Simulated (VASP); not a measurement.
Computed with PBE GGA, VASP's PBE PAW potentials (set 64) (plane waves; VASP).

VASP input:

KPOINTS:
```
Automatic mesh
0
Gamma
1 1 1
0 0 0
```

**POSCAR**
```
Ga36CN35
1.0
  4.8683178924  -8.4321738171   0.0000000000
  4.8683178924   8.4321738171   0.0000000000
  0.0000000000   0.0000000000  10.5562839808
Ga N C
36 35 1
Direct
  0.2222220000   0.1111110000   0.2500000000
  0.1111110000   0.2222220000   0.0000000000
  0.2222220000   0.1111110000   0.7500000000
  0.1111110000   0.2222220000   0.5000000000
  0.2222220000   0.4444440000   0.2500000000
  0.1111110000   0.5555560000   0.0000000000
  0.2222220000   0.4444440000   0.7500000000
  0.1111110000   0.5555560000   0.5000000000
  0.2222220000   0.7777780000   0.2500000000
  0.1111110000   0.8888890000   0.0000000000
  0.2222220000   0.7777780000   0.7500000000
  0.1111110000   0.8888890000   0.5000000000
  0.5555560000   0.1111110000   0.2500000000
  0.4444440000   0.2222220000   0.0000000000
  0.5555560000   0.1111110000   0.7500000000
  0.4398540000   0.2203680000   0.5044820000
  0.5571430000   0.4459850000   0.2461240000
  0.4444440000   0.5555560000   0.0000000000
  0.5555560000   0.4444440000   0.7500000000
  0.4408870000   0.5486690000   0.4999970000
  0.5555560000   0.7777780000   0.2500000000
  0.4444440000   0.8888890000   0.0000000000
  0.5555560000   0.7777780000   0.7500000000
  0.4444440000   0.8888890000   0.5000000000
  0.8888890000   0.1111110000   0.2500000000
  0.7777780000   0.2222220000   0.0000000000
  0.8888890000   0.1111110000   0.7500000000
  0.7777780000   0.2222220000   0.5000000000
  0.8888890000   0.4444440000   0.2500000000
  0.7777780000   0.5555560000   0.0000000000
  0.8888890000   0.4444440000   0.7500000000
  0.7834170000   0.5577960000   0.5017320000
  0.8888890000   0.7777780000   0.2500000000
  0.7777780000   0.8888890000   0.0000000000
  0.8888890000   0.7777780000   0.7500000000
  0.7777780000   0.8888890000   0.5000000000
  0.2182470000   0.1085630000   0.4372870000
  0.1111110000   0.2222220000   0.1885000000
  0.2222220000   0.1111110000   0.9385000000
  0.1111110000   0.2222220000   0.6885000000
  0.2181940000   0.4424130000   0.4413840000
  0.1111110000   0.5555560000   0.1885000000
  0.2222220000   0.4444440000   0.9385000000
  0.1111110000   0.5555560000   0.6885000000
  0.2222220000   0.7777780000   0.4385000000
  0.1111110000   0.8888890000   0.1885000000
  0.2222220000   0.7777780000   0.9385000000
  0.1111110000   0.8888890000   0.6885000000
  0.5504540000   0.1084560000   0.4393280000
  0.4420400000   0.2202410000   0.1914730000
  0.5555560000   0.1111110000   0.9385000000
  0.4438350000   0.2176940000   0.6847170000
  0.4459240000   0.5541460000   0.1876730000
  0.5555560000   0.4444440000   0.9385000000
  0.4420270000   0.5538220000   0.6897780000
  0.5533160000   0.7744600000   0.4406690000
  0.4444440000   0.8888890000   0.1885000000
  0.5555560000   0.7777780000   0.9385000000
  0.4444440000   0.8888890000   0.6885000000
  0.8888890000   0.1111110000   0.4385000000
  0.7777780000   0.2222220000   0.1885000000
  0.8888890000   0.1111110000   0.9385000000
  0.7777780000   0.2222220000   0.6885000000
  0.8917550000   0.4504960000   0.4378200000
  0.7795290000   0.5531190000   0.1930920000
  0.8888890000   0.4444440000   0.9385000000
  0.7794330000   0.5603620000   0.6876710000
  0.8907020000   0.7818900000   0.4348710000
  0.7777780000   0.8888890000   0.1885000000
  0.8888890000   0.7777780000   0.9385000000
  0.7777780000   0.8888890000   0.6885000000
  0.5580270000   0.4449200000   0.4424060000
```

**INCAR**
```
LCHARG = .False.
ISIF = 2
SYSTEM = Ga36CN35
EDIFFG = -0.03   # ionic stop
ISMEAR = 0   # Gaussian
NELECT = 289.0
NELM = 100
ENCUT = 400
LWAVE = .False.
EDIFF = 1E-5   # SCF stop (eV)
NUPDOWN = 1
ALGO = Fast   # Davidson, then RMM-DIIS
LASPH = .True.   # aspherical one-centre terms
LREAL = Auto   # projection in real space or not
ISYM = 0
GGA = PE
NELMIN = 4
LORBIT = 10
ISPIN = 2
PREC = Normal
NSW = 60   # most ionic steps
LMAXMIX = 4   # l cut-off of mixed one-centre charges
IBRION = 2
SIGMA = 0.05   # width (eV)
MAGMOM = 72*0.0139
```

POTCAR, in this order: Ga N C (PBE.64 set). Program: vasp_gam.

Task: What will the output report for the number of irreducible k-points (NKPTS), largest plane-wave count, FFT grid (NGX, NGY, NGZ)?

Result: 
```
Property                                      Result
--------------------------------------  ------------
number of irreducible k-points (NKPTS)             1
largest plane-wave count                        7908
FFT grid (NGX, NGY, NGZ)                48 × 48 × 54
```

The cell is a supercell with a defect, built from GaN (wurtzite): C_N, charge -2.
